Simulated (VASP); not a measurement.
Na6BN under changes of volume

One of the cells (32.179 Å³/atom); the others are scaled copies at fixed shape and fractional positions:

```
Na B N
1.0
     0.00000    5.04908    5.04908
     5.04908    0.00000    5.04908
     5.04908    5.04908    0.00000
Na B N
6 1 1
Cartesian
  5.0491 7.4180 5.0491
  5.0491 5.0491 2.6802
  5.0491 2.6802 5.0491
  7.4180 5.0491 5.0491
  2.6802 5.0491 5.0491
  5.0491 5.0491 7.4180
  0.0000 0.0000 0.0000
  5.0491 5.0491 5.0491
```

The cell was built by a generator and needn't be a form met in nature.

* Program: VASP 6.6.1
* Functional: PBE
* Potentials or basis: VASP PAW PBE potentials, release 64 (Na_pv, B, N)
* Cutoff: 520 eV
* k mesh: 5 × 5 × 5
* Occupations: fermi-dirac, width 0.05 eV
* Spin: no spin polarisation

| volume (Å³/atom) | energy over the lowest point (meV/atom) | pressure (GPa) | largest force (eV/Å) |
| --- | --- | --- | --- |
| 29.655 | ? | ? | ? |
| 30.286 | 2.80 | 0.8 | 0.077 |
| 30.917 | 0.54 | 0.4 | 0.047 |
| 32.179 | 0.00 | -0.2 | 0.005 |
| 32.810 | 1.47 | -0.5 | 0.028 |
| 33.441 | 3.94 | -0.8 | 0.049 |

Q: What does the run at 29.655 Å³/atom give?

A: Energy over the lowest point 6.57 meV/atom; pressure 1.2 GPa; largest force 0.109 eV/Å.

Worked out: A Birch-Murnaghan fit of order 3 (a polynomial in V^(-2/3)) to the other rows has its minimum at 31.68 Å³/atom with B0 = V·E''(V) = 15.4 GPa and B' = 4.2 at fixed shape and positions, which overstates the stiffness. It gives 6.59 meV/atom at 29.655 Å³/atom, against the run's 6.57, and -dE/dV = 1.2 GPa, against 1.2.

Energies are extrapolated to zero smearing.
